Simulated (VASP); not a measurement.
Here is the system:

```
HgTe
1.0
    4.50798     0.00000     0.00000
   -2.25399     3.90402     0.00000
    0.00000     0.00000    10.20204
Hg Te
3 3
Direct
  0.35126   0.35126   0.00000
  0.64874   0.00000   0.33333
  0.00000   0.64874   0.66667
  0.45727   0.45727   0.50000
  0.54273   0.00000   0.83333
  0.00000   0.54273   0.16667
```

Computed with PBEsol GGA, VASP's PBE PAW potentials (set 64) (plane waves; VASP). Run with 400 eV cut-off, Gaussian smearing of 0.050 eV, potentials Hg Te.

Unless said otherwise, spin-orbit coupling is left out, though it shifts the bands of the heavy elements here.

Problem. What does the run give for the band gap (along the path) with the smallest direct gap where there is one?

Solution. 
The band gap (along the path) comes out as 0.38 eV and the smallest direct gap (along the path) comes out as 0.58 eV.

Only differences to runs with the same potentials and settings are physical.

The structure comes from a computed database's HgTe entry (P3_121); how it stands against other phases isn't given here. It was relaxed first, which changed the volume by -8 %.
